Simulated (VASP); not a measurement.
All values below come from vdW-DF2, VASP's PBE PAW potentials (set 64) (plane waves; VASP 6.6.1).

VASP ran on this input.

**INCAR**
```
LUSE_VDW=.TRUE.
ALGO=Normal   # blocked Davidson
AGGAC=0.0
PREC=Accurate
EDIFF=1E-6   # SCF stop (eV)
LCHARG=.FALSE.
EDIFFG=-0.01   # ionic stop
LMAXMIX=4
ZAB_VDW=-1.8867
ISMEAR=0   # Gaussian
NELM=100   # most electronic steps
GGA=ML
ENCUT=520   # plane-wave cut-off (eV)
IBRION=2   # conjugate gradients
NSW=60   # most ionic steps
SYSTEM=BAs
LASPH=.TRUE.   # aspherical one-centre terms
LREAL=.FALSE.   # projection in real space or not
SIGMA=0.05   # width (eV)
ISIF=3   # ions, shape and volume
LWAVE=.FALSE.
```

POSCAR:
```
BAs
1
    0.0000000000     2.3900000000     2.3900000000
    2.3900000000     0.0000000000     2.3900000000
    2.3900000000     2.3900000000     0.0000000000
B As
1 1
Direct
  0.0000000000   0.0000000000   0.0000000000
  0.2500000000   0.2500000000   0.2500000000
```

**KPOINTS**
```
Automatic mesh
0
Gamma
9 9 9
0 0 0
```

POTCAR, in this order: B As (PBE.64 set). Program: vasp_std.

Energy and stress use the plane-wave basis of the starting cell.

Problem. Predict the energy per atom (σ→0), volume per atom.

Solution. 
```
Property                        Value
---------------------  --------------
energy per atom (σ→0)  -4052 meV/atom
volume per atom         14.75 Å³/atom
```

### OSZICAR
```
...
       N       E                     dE             d eps       ncg     rms          rms(c)
DAV:   1    -0.812650719406E+01   -0.44018E-01   -0.71021E-01   648   0.643E+00    0.748E-01
DAV:   2    -0.811018846208E+01    0.16319E-01   -0.30020E-02   560   0.106E+00    0.360E-01
DAV:   3    -0.810529963874E+01    0.48888E-02   -0.10542E-02   640   0.620E-01    0.135E-01
DAV:   4    -0.810489678050E+01    0.40286E-03   -0.85029E-04   792   0.201E-01    0.744E-02
DAV:   5    -0.810488562336E+01    0.11157E-04   -0.51838E-05   592   0.574E-02    0.343E-02
DAV:   6    -0.810488544773E+01    0.17562E-06   -0.56272E-06   584   0.185E-02
   3 F= -.81048854E+01 E0= -.81048854E+01  d E =-.660949E-01
```

The compound is BAs in the zinc blende structure. This run relaxes it. Symmetry was kept, so distortions that lower it aren't found.
